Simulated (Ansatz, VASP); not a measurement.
# Sb2O3 (Senarmontite) in two plane-wave programs

Aim: how closely do two programs agree when they are given the same cell, functional and k mesh? The cell is taken from a series of runs on this material, whose earlier steps may have relaxed, scaled, displaced or heated it; both programs get it as it stands.

Program: Ansatz 0.2.0. Level of theory: plane waves, with VASP 6.6.1 beside it; zone-centre phonons at PBEsol. Results are calculated unless marked as measured.

### 1. Starting point

The structure is cubic, space group Fd-3m (No. 227). The conventional cell has a = 11.059 Å, b = 11.059 Å, c = 11.059 Å, α = 90.00°, β = 90.00°, γ = 90.00°. Nearest to Sb lie 3 O at 2.00 Å. Nearest to O lie 2 Sb at 2.00 Å. Farther neighbours and most contacts between anions are not listed.

### 2. VASP: zone-centre phonons, PBEsol

Second derivatives magnify differences that forces hide, and they need a tight electronic threshold.

Lines of VASP's logs that name or quote its potential files are left out, and so is its time.

File INCAR:

```
SYSTEM = Sb2O3
PREC = Accurate
ENCUT = 600
EDIFF = 1E-08
NELM = 120
ISMEAR = 0
SIGMA = 0.01
LREAL = .FALSE.
ALGO = Normal
GGA = PS
NBANDS = 76
LORBIT = 11
LWAVE = .FALSE.
LCHARG = .FALSE.
ISIF = 2
IBRION = 8
LASPH = .TRUE.
GGA_COMPAT = .FALSE.
EFERMI = MIDGAP
KPAR = 4
```

File POSCAR:

```
Sb2O3
1.0
    0.0000000000      5.5293223837      5.5293223837
    5.5293223837      0.0000000000      5.5293223837
    5.5293223837      5.5293223837      0.0000000000
Sb O
8 12
Direct
    0.8831788094      0.8831788094      0.8831788094
    0.8995364282      0.3668211906      0.3668211906
    0.8831788094      0.8831788094      0.3504635718
    0.3668211906      0.8995364282      0.3668211906
    0.3504635718      0.8831788094      0.8831788094
    0.3668211906      0.3668211906      0.3668211906
    0.8831788094      0.3504635718      0.8831788094
    0.3668211906      0.3668211906      0.8995364282
    0.8094340578      0.1905659422      0.1905659422
    0.4405659422      0.0594340578      0.4405659422
    0.1905659422      0.8094340578      0.8094340578
    0.0594340578      0.4405659422      0.0594340578
    0.1905659422      0.8094340578      0.1905659422
    0.4405659422      0.4405659422      0.0594340578
    0.8094340578      0.1905659422      0.8094340578
    0.0594340578      0.0594340578      0.4405659422
    0.4405659422      0.0594340578      0.0594340578
    0.1905659422      0.1905659422      0.8094340578
    0.0594340578      0.4405659422      0.4405659422
    0.8094340578      0.8094340578      0.1905659422
```

File KPOINTS:

```
Automatic mesh
0
Gamma
4 4 4
0 0 0
```

PAW data sets: Sb and O (PBE family, release 64).

Run with:

```bash
$ mpirun -np 4 vasp_std
```

Numbers of over 12 decimals in the logs are rounded to 6 here.

What it wrote:

```text
[banner, memory and clock lines left out]
running    4 mpi-ranks, on    1 nodes
 distrk:  each k-point on    1 cores,    4 groups
 distr:  one band on    1 cores,    1 groups

 POSCAR found type information on POSCAR SbO
 POSCAR found :  2 types and      20 ions
|                                                                             |
|               ----> ADVICE to this user running VASP <----                  |
|                                                                             |
|     You have a (more or less) 'large supercell' and for larger cells it     |
|     might be more efficient to use real-space projection operators.         |
|     Therefore, try LREAL= Auto in the INCAR file.                           |
|     Mind: For very accurate calculation, you might also keep the            |
|     reciprocal projection scheme (i.e. LREAL=.FALSE.).                      |
|                                                                             |

|                                                                             |
|               ----> ADVICE to this user running VASP <----                  |
|                                                                             |
|     You enforced a specific xc type in the INCAR file but a different       |
|     [... a line on the potential file left out ...]
|     I HOPE YOU KNOW WHAT YOU ARE DOING!                                     |
|                                                                             |

 LDA part: xc-table for (Slater+PW92), standard interpolation
 POSCAR, INCAR and KPOINTS ok, starting setup
 FFT: planning ... GRIDC
 FFT: planning ... GRID_SOFT
 FFT: planning ... GRID
 WAVECAR not read
 entering main loop
       N       E                     dE             d eps       ncg     rms          rms(c)
DAV:   1     0.993284462874E+03    0.99328E+03   -0.52298E+04  1216   0.146E+03
DAV:   2    -0.172399153794E+02   -0.10105E+04   -0.95359E+03  1528   0.294E+02
DAV:   3    -0.142732802941E+03   -0.12549E+03   -0.12366E+03  1432   0.120E+02
DAV:   4    -0.145969111614E+03   -0.32363E+01   -0.32138E+01  1520   0.199E+01
DAV:   5    -0.146065482814E+03   -0.96371E-01   -0.96277E-01  1640   0.326E+00    0.287E+01
DAV:   6    -0.126226270590E+03    0.19839E+02   -0.92135E+01  1392   0.359E+01    0.153E+01
DAV:   7    -0.126125639036E+03    0.10063E+00   -0.75701E+00  1376   0.930E+00    0.569E+00
DAV:   8    -0.125907211837E+03    0.21843E+00   -0.65157E-01  1468   0.323E+00    0.223E+00
DAV:   9    -0.125839172603E+03    0.68039E-01   -0.10896E-01  1464   0.151E+00    0.331E-01
DAV:  10    -0.125843491225E+03   -0.43186E-02   -0.14781E-02  1408   0.420E-01    0.128E-01
DAV:  11    -0.125844580027E+03   -0.10888E-02   -0.18470E-03  1408   0.133E-01    0.762E-02
DAV:  12    -0.125844673936E+03   -0.93908E-04   -0.57605E-04  1568   0.846E-02    0.382E-02
DAV:  13    -0.125844686544E+03   -0.12608E-04   -0.10492E-04  1440   0.395E-02    0.132E-02
DAV:  14    -0.125844689891E+03   -0.33476E-05   -0.12475E-05  1456   0.107E-02    0.363E-03
DAV:  15    -0.125844690478E+03   -0.58676E-06   -0.10983E-06  1448   0.314E-03    0.231E-03
DAV:  16    -0.125844690628E+03   -0.14956E-06   -0.60318E-08  1440   0.812E-04    0.101E-03
DAV:  17    -0.125844690745E+03   -0.11738E-06   -0.85959E-09   976   0.328E-04    0.191E-04
DAV:  18    -0.125844690774E+03   -0.28551E-07   -0.46775E-09   912   0.242E-04    0.877E-05
DAV:  19    -0.125844690768E+03    0.59772E-08   -0.50754E-10   848   0.876E-05
   1 F= -.12584469E+03 E0= -.12584469E+03  d E =0.000000E+00
 Linear response reoptimize wavefunctions to high precision
DAV:   1    -0.125844690765E+03    0.30204E-08   -0.13534E-10   848   0.434E-05
DAV:   2    -0.125844690764E+03    0.28649E-09    0.38158E-11   848   0.203E-05
DAV:   3    -0.125844690764E+03   -0.22374E-09   -0.19507E-11   824   0.973E-06
 Linear response DOF=           3
 Linear response progress:
  Degree of freedom:   1/  3
       N       E                     dE             d eps       ncg     rms          rms(c)
RMM:   1    -0.336253131518E-01   -0.33625E-01   -0.22090E-02  8584   0.945E-01
RMM:   2    -0.290742142301E-01    0.45511E-02   -0.43262E-03  6186   0.218E-01    0.133E-01
RMM:   3    -0.282933603511E-01    0.78085E-03   -0.55459E-04  6611   0.596E-02    0.907E-02
RMM:   4    -0.278460826439E-01    0.44728E-03   -0.28419E-04  6549   0.542E-02    0.387E-02
RMM:   5    -0.277332859674E-01    0.11280E-03   -0.15176E-05  6763   0.177E-02    0.152E-02
RMM:   6    -0.277261455775E-01    0.71404E-05   -0.62404E-06  6538   0.677E-03    0.225E-03
RMM:   7    -0.277277593416E-01   -0.16138E-05   -0.64610E-07  6683   0.145E-03    0.117E-03
RMM:   8    -0.277284443835E-01   -0.68504E-06    0.41303E-07  6714   0.748E-04    0.446E-04
RMM:   9    -0.277281421946E-01    0.30219E-06    0.54284E-07  6620   0.375E-04    0.163E-04
RMM:  10    -0.277279270016E-01    0.21519E-06    0.37670E-07  6854   0.143E-04    0.768E-05
RMM:  11    -0.277278929601E-01    0.34041E-07    0.10737E-07  6730   0.110E-04    0.201E-05
RMM:  12    -0.277279162739E-01   -0.23314E-07   -0.14497E-09  7427   0.636E-05    0.101E-05
RMM:  13    -0.277279297571E-01   -0.13483E-07   -0.13428E-07  7554   0.578E-05    0.436E-06
RMM:  14    -0.277279347222E-01   -0.49651E-08   -0.65484E-08  7760   0.558E-05    0.221E-06
 first order change of Fermi-energy   0.12054E+00
 force on displaced ion       1 direction 1 : -18.442  -1.891  -1.891
 Linear response progress:
  Degree of freedom:   2/  3
       N       E                     dE             d eps       ncg     rms          rms(c)
RMM:   1    -0.375156550432E+00   -0.37516E+00    0.33206E-01  5159   0.197E+00
RMM:   2    -0.367724809439E+00    0.74317E-02   -0.89944E-03  4290   0.289E-01    0.187E-01
RMM:   3    -0.368531404040E+00   -0.80659E-03   -0.24098E-03  4668   0.135E-01    0.860E-02
RMM:   4    -0.369040564551E+00   -0.50916E-03   -0.26876E-04  4885   0.462E-02    0.467E-02
RMM:   5    -0.369712998477E+00   -0.67243E-03   -0.11388E-04  4297   0.321E-02    0.121E-02
RMM:   6    -0.369729994670E+00   -0.16996E-04   -0.12734E-05  4969   0.976E-03    0.495E-03
RMM:   7    -0.369683802579E+00    0.46192E-04   -0.11310E-06  4819   0.323E-03    0.104E-03
RMM:   8    -0.369690472906E+00   -0.66703E-05   -0.10403E-07  5089   0.903E-04    0.433E-04
RMM:   9    -0.369690003751E+00    0.46916E-06   -0.10721E-07  5150   0.339E-04    0.157E-04
RMM:  10    -0.369689572237E+00    0.43151E-06   -0.68446E-08  5306   0.202E-04    0.429E-05
RMM:  11    -0.369689543810E+00    0.28427E-07   -0.26259E-07  5549   0.159E-04    0.197E-05
RMM:  12    -0.369689631220E+00   -0.87410E-07   -0.98278E-08  5718   0.152E-04    0.905E-06
RMM:  13    -0.369689659688E+00   -0.28468E-07   -0.15712E-07  5841   0.150E-04    0.745E-06
RMM:  14    -0.369689665586E+00   -0.58981E-08   -0.15501E-07  5983   0.149E-04    0.173E-06
RMM:  15    -0.369689661201E+00    0.43855E-08   -0.14522E-07  6112   0.148E-04    0.772E-07
RMM:  16    -0.369689659730E+00    0.14712E-08   -0.15090E-07  6207   0.147E-04    0.374E-07
RMM:  17    -0.369689660025E+00   -0.29575E-09   -0.98622E-08  6303   0.146E-04    0.196E-07
 first order change of Fermi-energy   0.60079E-01
 force on displaced ion       9 direction 1 :  -6.690   0.000   0.000
 Linear response progress:
  Degree of freedom:   3/  3
       N       E                     dE             d eps       ncg     rms          rms(c)
RMM:   1    -0.374236395733E+00   -0.37424E+00    0.37454E-01 10857   0.201E+00
RMM:   2    -0.369084592142E+00    0.51518E-02   -0.10602E-02  8398   0.293E-01    0.187E-01
RMM:   3    -0.370033575727E+00   -0.94898E-03   -0.10210E-03  9096   0.911E-02    0.999E-02
RMM:   4    -0.371307127299E+00   -0.12736E-02   -0.62836E-04  9237   0.688E-02    0.258E-02
RMM:   5    -0.371403144372E+00   -0.96017E-04   -0.42517E-05 10142   0.161E-02    0.137E-02
RMM:   6    -0.371358464826E+00    0.44680E-04   -0.81889E-06  9735   0.821E-03    0.187E-03
RMM:   7    -0.371373724824E+00   -0.15260E-04   -0.58461E-07 10121   0.192E-03    0.843E-04
RMM:   8    -0.371369357568E+00    0.43673E-05   -0.92518E-08 10096   0.747E-04    0.255E-04
RMM:   9    -0.371369397063E+00   -0.39495E-07   -0.14162E-08 10650   0.253E-04    0.106E-04
RMM:  10    -0.371369794231E+00   -0.39717E-06   -0.60993E-08 10665   0.185E-04    0.422E-05
RMM:  11    -0.371369968199E+00   -0.17397E-06    0.31891E-08 11275   0.154E-04    0.170E-05
RMM:  12    -0.371370042469E+00   -0.74271E-07    0.61238E-09 11540   0.148E-04    0.598E-06
RMM:  13    -0.371370041590E+00    0.87896E-09   -0.40175E-08 11798   0.146E-04    0.296E-06
 first order change of Fermi-energy   0.19178E-01
 force on displaced ion       9 direction 2 :   0.000 -13.533   9.685
 Linear response finished
```

From OUTCAR (step 2):

```text
ion  position               nearest neighbor table
   1  0.883  0.883  0.883-  11 2.00  15 2.00  20 2.00  16 2.85  17 2.85  12 2.85   3 3.65   5 3.65
                             7 3.65
   2  0.900  0.367  0.367-  12 2.00  16 2.00  19 2.00   9 2.85  15 2.85  20 2.85   4 3.65   6 3.65
                             8 3.65
   3  0.883  0.883  0.350-   9 2.00  13 2.00  20 2.00  16 2.85  19 2.85  10 2.85   1 3.65   5 3.65
                             7 3.65
   4  0.367  0.900  0.367-  16 2.00  17 2.00  10 2.00  11 2.85  13 2.85  20 2.85   2 3.65   6 3.65
                             8 3.65
   5  0.350  0.883  0.883-  13 2.00  18 2.00  11 2.00  14 2.85  17 2.85  10 2.85   1 3.65   3 3.65
                             7 3.65
   6  0.367  0.367  0.367-  10 2.00  14 2.00  19 2.00  18 2.85  13 2.85   9 2.85   2 3.65   4 3.65
                             8 3.65
   7  0.883  0.350  0.883-   9 2.00  18 2.00  15 2.00  12 2.85  14 2.85  19 2.85   1 3.65   3 3.65
                             5 3.65
   8  0.367  0.367  0.900-  12 2.00  17 2.00  14 2.00  15 2.85  11 2.85  18 2.85   2 3.65   4 3.65
                             6 3.65
   9  0.809  0.191  0.191-   3 2.00   7 2.00   6 2.85   2 2.85
  10  0.441  0.059  0.441-   4 2.00   6 2.00   5 2.85   3 2.85
  11  0.191  0.809  0.809-   1 2.00   5 2.00   4 2.85   8 2.85
  12  0.059  0.441  0.059-   2 2.00   8 2.00   7 2.85   1 2.85
  13  0.191  0.809  0.191-   3 2.00   5 2.00   4 2.85   6 2.85
  14  0.441  0.441  0.059-   6 2.00   8 2.00   7 2.85   5 2.85
  15  0.809  0.191  0.809-   1 2.00   7 2.00   2 2.85   8 2.85
  16  0.059  0.059  0.441-   2 2.00   4 2.00   1 2.85   3 2.85
  17  0.441  0.059  0.059-   4 2.00   8 2.00   5 2.85   1 2.85
  18  0.191  0.191  0.809-   5 2.00   7 2.00   6 2.85   8 2.85
  19  0.059  0.441  0.441-   2 2.00   6 2.00   3 2.85   7 2.85
  20  0.809  0.809  0.191-   1 2.00   3 2.00   2 2.85   4 2.85

  LATTYP: Found a face centered cubic cell.
 ALAT       =    11.0586447674

 Subroutine GETGRP returns: Found 48 space group operations
 (whereof 24 operations were pure point group operations)

The static configuration has the point symmetry T_d .
 The point group associated with its full space group is O_h .

 Found      8 irreducible k-points:

   k-points           NKPTS =      8   k-points in BZ     NKDIM =      8   number of bands    NBANDS=     76

   dimension x,y,z NGX =    64 NGY =   64 NGZ =   64
   dimension x,y,z NGXF=   128 NGYF=  128 NGZF=  128

   ENCUT  =  600.0 eV  44.10 Ry    6.64 a.u.  15.62 15.62 15.62*2*pi/ulx,y,z

   NELECT =     112.0000    total number of electrons

 k-points in reciprocal lattice and weights: Automatic mesh
   0.00000000  0.00000000  0.00000000       0.016
   0.25000000  0.00000000  0.00000000       0.125
   0.50000000  0.00000000  0.00000000       0.062
   0.25000000  0.25000000  0.00000000       0.094
   0.50000000  0.25000000  0.00000000       0.375
  -0.25000000  0.25000000  0.00000000       0.188
   0.50000000  0.50000000  0.00000000       0.047
  -0.25000000  0.50000000  0.25000000       0.094

 average (electrostatic) potential at core
       1 -87.4102       2 -87.4102       3 -87.4102       4 -87.4102       5 -87.4102
       6 -87.4102       7 -87.4102       8 -87.4102       9 -69.7622      10 -69.7622
      11 -69.7622      12 -69.7622      13 -69.7622      14 -69.7622      15 -69.7622
      16 -69.7622      17 -69.7622      18 -69.7622      19 -69.7622      20 -69.7622

   2 f  =   20.967403 THz   131.742079 2PiTHz  699.397283 cm-1    86.714172 meV
             X         Y         Z           dx          dy          dz
      9.766761  9.766761  9.766761    -0.020399   -0.020399   -0.082699
      4.056545  7.002100  7.002100     0.020399   -0.020399   -0.082699
      6.821206  6.821206  9.766761     0.020399    0.020399   -0.082699
      7.002100  4.056545  7.002100    -0.020399    0.020399   -0.082699
      9.766761  6.821206  6.821206     0.020399   -0.020399   -0.082699
      4.056545  4.056545  4.056545    -0.020399   -0.020399   -0.082699
      6.821206  9.766761  6.821206    -0.020399    0.020399   -0.082699
      7.002100  7.002100  4.056545     0.020399    0.020399   -0.082699
      2.107401  5.529322  5.529322    -0.000000   -0.262708    0.219460
      2.764661  4.872062  2.764661     0.262708   -0.000000    0.219460
      8.951244  5.529322  5.529322     0.000000    0.262708    0.219460
      2.764661  0.657260  2.764661    -0.262708   -0.000000    0.219460
      5.529322  2.107401  5.529322    -0.262708   -0.000000    0.219460
      2.764661  2.764661  4.872062    -0.000000   -0.000000    0.017328
      5.529322  8.951244  5.529322     0.262708    0.000000    0.219460
      2.764661  2.764661  0.657260     0.000000   -0.000000    0.017328
      0.657260  2.764661  2.764661    -0.000000   -0.262708    0.219460
      5.529322  5.529322  2.107401     0.000000   -0.000000    0.017328
      4.872062  2.764661  2.764661    -0.000000    0.262708    0.219460
      5.529322  5.529322  8.951244    -0.000000   -0.000000    0.017328

   3 f  =   20.967403 THz   131.742079 2PiTHz  699.397283 cm-1    86.714172 meV
             X         Y         Z           dx          dy          dz
      9.766761  9.766761  9.766761     0.080929    0.061154    0.028113
      4.056545  7.002100  7.002100     0.059291    0.026566   -0.006475
      6.821206  6.821206  9.766761     0.080929    0.061154   -0.028113
      7.002100  4.056545  7.002100     0.059291    0.026566    0.006475
      9.766761  6.821206  6.821206     0.059291    0.026566   -0.006475
      4.056545  4.056545  4.056545     0.080929    0.061154    0.028113
      6.821206  9.766761  6.821206     0.059291    0.026566    0.006475
      7.002100  7.002100  4.056545     0.080929    0.061154   -0.028113
      2.107401  5.529322  5.529322    -0.014690   -0.116393    0.139330
      2.764661  4.872062  2.764661    -0.186053   -0.009190   -0.222717
      8.951244  5.529322  5.529322    -0.014690   -0.116393   -0.139330
      2.764661  0.657260  2.764661    -0.186053   -0.009190    0.222717
      5.529322  2.107401  5.529322    -0.186053   -0.009190    0.222717
      2.764661  2.764661  4.872062    -0.325382   -0.339110   -0.000000
      5.529322  8.951244  5.529322    -0.186053   -0.009190   -0.222717
      2.764661  2.764661  0.657260    -0.046723    0.106325   -0.000000
      0.657260  2.764661  2.764661    -0.014690   -0.116393    0.139330
      5.529322  5.529322  2.107401    -0.046723    0.106325   -0.000000
      4.872062  2.764661  2.764661    -0.014690   -0.116393   -0.139330
      5.529322  5.529322  8.951244    -0.325382   -0.339110    0.000000

   4 f  =   20.784761 THz   130.594506 2PiTHz  693.305005 cm-1    85.958827 meV
             X         Y         Z           dx          dy          dz
      9.766761  9.766761  9.766761     0.025752    0.076199    0.025734
      4.056545  7.002100  7.002100     0.025697   -0.076181   -0.025715
      6.821206  6.821206  9.766761     0.025752    0.076199   -0.025734
      7.002100  4.056545  7.002100     0.025697   -0.076181    0.025715
      9.766761  6.821206  6.821206    -0.025697    0.076181    0.025715
      4.056545  4.056545  4.056545    -0.025752   -0.076199   -0.025734
      6.821206  9.766761  6.821206    -0.025697    0.076181   -0.025715
      7.002100  7.002100  4.056545    -0.025752   -0.076199    0.025734
      2.107401  5.529322  5.529322     0.000015   -0.262327    0.219548
      2.764661  4.872062  2.764661     0.000094   -0.041347    0.000079
      8.951244  5.529322  5.529322     0.000015   -0.262327   -0.219548
      2.764661  0.657260  2.764661     0.000094   -0.041347   -0.000079
      5.529322  2.107401  5.529322    -0.000094    0.041347    0.000079
      2.764661  2.764661  4.872062     0.219642    0.262406    0.000000
      5.529322  8.951244  5.529322    -0.000094    0.041347   -0.000079
      2.764661  2.764661  0.657260    -0.219454    0.262248    0.000000
      0.657260  2.764661  2.764661    -0.000015    0.262327   -0.219548
      5.529322  5.529322  2.107401     0.219454   -0.262248    0.000000
      4.872062  2.764661  2.764661    -0.000015    0.262327    0.219548
      5.529322  5.529322  8.951244    -0.219642   -0.262406    0.000000

   5 f  =   20.784761 THz   130.594506 2PiTHz  693.305005 cm-1    85.958827 meV
             X         Y         Z           dx          dy          dz
      9.766761  9.766761  9.766761    -0.076181   -0.025697   -0.025715
      4.056545  7.002100  7.002100     0.076199   -0.025752   -0.025734
      6.821206  6.821206  9.766761    -0.076181   -0.025697    0.025715
      7.002100  4.056545  7.002100     0.076199   -0.025752    0.025734
      9.766761  6.821206  6.821206    -0.076199    0.025752    0.025734
      4.056545  4.056545  4.056545     0.076181    0.025697    0.025715
      6.821206  9.766761  6.821206    -0.076199    0.025752   -0.025734
      7.002100  7.002100  4.056545     0.076181    0.025697   -0.025715
      2.107401  5.529322  5.529322    -0.041347   -0.000094    0.000079
      2.764661  4.872062  2.764661    -0.262327   -0.000015   -0.219548
      8.951244  5.529322  5.529322    -0.041347   -0.000094   -0.000079
      2.764661  0.657260  2.764661    -0.262327   -0.000015    0.219548
      5.529322  2.107401  5.529322     0.262327    0.000015   -0.219548
      2.764661  2.764661  4.872062    -0.262248   -0.219454    0.000000
      5.529322  8.951244  5.529322     0.262327    0.000015    0.219548
      2.764661  2.764661  0.657260    -0.262406    0.219642   -0.000000
      0.657260  2.764661  2.764661     0.041347    0.000094   -0.000079
      5.529322  5.529322  2.107401     0.262406   -0.219642    0.000000
      4.872062  2.764661  2.764661     0.041347    0.000094    0.000079
      5.529322  5.529322  8.951244     0.262248    0.219454   -0.000000

   6 f  =   20.784761 THz   130.594506 2PiTHz  693.305005 cm-1    85.958827 meV
    [... 1261 further lines ...]
      4.872062  2.764661  2.764661    -0.070547    0.093691   -0.000906
      5.529322  5.529322  8.951244    -0.070616    0.093774   -0.000795

 ELASTIC MODULI CONTR FROM IONIC RELAXATION (kBar)
 Direction    XX          YY          ZZ          XY          YZ          ZX
 --------------------------------------------------------------------------------
 XX       -1323.0054   -869.8427   -869.8427      0.0000     -0.0000      0.0000
 YY        -869.8427  -1323.0054   -869.8427     -0.0000     -0.0000      0.0000
 ZZ        -869.8427   -869.8427  -1323.0054      0.0000     -0.0000      0.0000
 XY          -0.0000     -0.0000     -0.0000   -782.6438     -0.0000      0.0000
 YZ          -0.0000     -0.0000     -0.0000     -0.0000   -782.6438     -0.0000
 ZX           0.0000     -0.0000      0.0000     -0.0000     -0.0000   -782.6438
 --------------------------------------------------------------------------------
```

(Continued in part 2 of 2.)

[Lines on the potential files, build, host, timing and source positions are cut from VASP's logs without a mark.]

[Logs are printed without paths, hosts, clocks, repeated set-up lines and the standing remarks that a program may print on its own settings, such as how far it seeks lower states.]

[Hosts, paths, dates, database ids (printed as entryN), source tags and the programs' standing remarks are cut or masked in the printed files.]
